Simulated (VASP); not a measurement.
VASP input:

File KPOINTS:
```
Automatic mesh
0
Gamma
9 9 9
0 0 0
```

POSCAR:
```
AuZn
1
    3.2130000000     0.0000000000     0.0000000000
    0.0000000000     3.2130000000     0.0000000000
    0.0000000000     0.0000000000     3.2130000000
Zn Au
1 2
Direct
  0.5000000000   0.5000000000   0.5000000000
  0.0000000000   0.0000000000   0.0000000000
  0.0200000000   0.0200000000   0.0200000000
```

### INCAR
```
SYSTEM = AuZn
PREC = Accurate
ENCUT = 400
EDIFF = 1E-6
NELM = 40
ALGO = Normal
LREAL = .FALSE.
LASPH = .TRUE.
ISMEAR = 1
SIGMA = 0.1
GGA = PE
LMAXMIX = 6
LWAVE = .FALSE.
LCHARG = .FALSE.
ISIF = 2
```

POTCAR, in this order: Zn Au (PBE.64 set). Program: vasp_std.

The resulting files:

File standard output:
```
 POSCAR found type information on POSCAR ZnAu
 POSCAR found :  2 types and       3 ions
 Reading from existing POTCAR
 Reading from existing POTCAR
 LDA part: xc-table for (Slater+PW92), standard interpolation

 -----------------------------------------------------------------------------
|                                                                             |
|           W    W    AA    RRRRR   N    N  II  N    N   GGGG   !!!           |
|           W    W   A  A   R    R  NN   N  II  NN   N  G    G  !!!           |
|           W    W  A    A  R    R  N N  N  II  N N  N  G       !!!           |
|           W WW W  AAAAAA  RRRRR   N  N N  II  N  N N  G  GGG   !            |
|           WW  WW  A    A  R   R   N   NN  II  N   NN  G    G                |
|           W    W  A    A  R    R  N    N  II  N    N   GGGG   !!!           |
|                                                                             |
|     The distance between some ions is very small. Please check the          |
|     nearest-neighbor list in the OUTCAR file.                               |
|     I HOPE YOU KNOW WHAT YOU ARE DOING!                                     |
|                                                                             |
 -----------------------------------------------------------------------------

 POSCAR, INCAR and KPOINTS ok, starting setup
 WAVECAR not read

 -----------------------------------------------------------------------------
|                                                                             |
|     EEEEEEE  RRRRRR   RRRRRR   OOOOOOO  RRRRRR      ###     ###     ###     |
|     E        R     R  R     R  O     O  R     R     ###     ###     ###     |
|     E        R     R  R     R  O     O  R     R     ###     ###     ###     |
|     EEEEE    RRRRRR   RRRRRR   O     O  RRRRRR       #       #       #      |
|     E        R   R    R   R    O     O  R   R                               |
|     E        R    R   R    R   O     O  R    R      ###     ###     ###     |
|     EEEEEEE  R     R  R     R  OOOOOOO  R     R     ###     ###     ###     |
|                                                                             |
|     Orbital orthonormalization failed in the inversion of matrix            |
|     LAPACK: Routine ZPOTRF failed! kpoint: 1 spin: 1                        |
|                                                                             |
|     Possible solutions for this issue are:                                  |
|     - Please check whether the atoms are too close to each other.           |
|     - Decreasing POTIM might help during relaxations or MDs.                |
|     - Deleting CHGCAR or WAVECAR if incompatible with the structure.        |
|     - Try calculating without symmetrizing (ISYM = 0 or ISYM = -1).         |
|                                                                             |
|       ---->  I REFUSE TO CONTINUE WITH THIS SICK JOB ... BYE!!! <----       |
|                                                                             |
 -----------------------------------------------------------------------------
```

Task: Read the log: what went wrong, and how is it fixed?

Result: The cause: one atom is typed twice, on or next to the same site. VASP stops with an error: Orbital orthonormalization failed in the inversion of matrix LAPACK: Routine ZPOTRF failed! kpoint: 1 spin: 1 Possible solutions for this issue are: - Please check whether the atoms are too close to each other. - Decreasing POTIM might help during relaxations or MDs. - Deleting CHGCAR or WAVECAR if incompatible with the structure. - Try calculating without symmetrizing (ISYM = 0 or ISYM = -1). ----> I REFUSE TO CONTINUE WITH THIS SICK JOB ... BYE!!! <---- To mend it, correct POSCAR.
**POSCAR**
```
AuZn
1
    3.2130000000     0.0000000000     0.0000000000
    0.0000000000     3.2130000000     0.0000000000
    0.0000000000     0.0000000000     3.2130000000
Zn Au
1 1
Direct
  0.5000000000   0.5000000000   0.5000000000
  0.0000000000   0.0000000000   0.0000000000
```
The mended run (PBE GGA, plane waves, VASP's PBE PAW potentials (set 64)) converges, and its OSZICAR ends with
```
   1 F= -.47365506E+01 E0= -.47363198E+01  d E =-.692451E-03
```
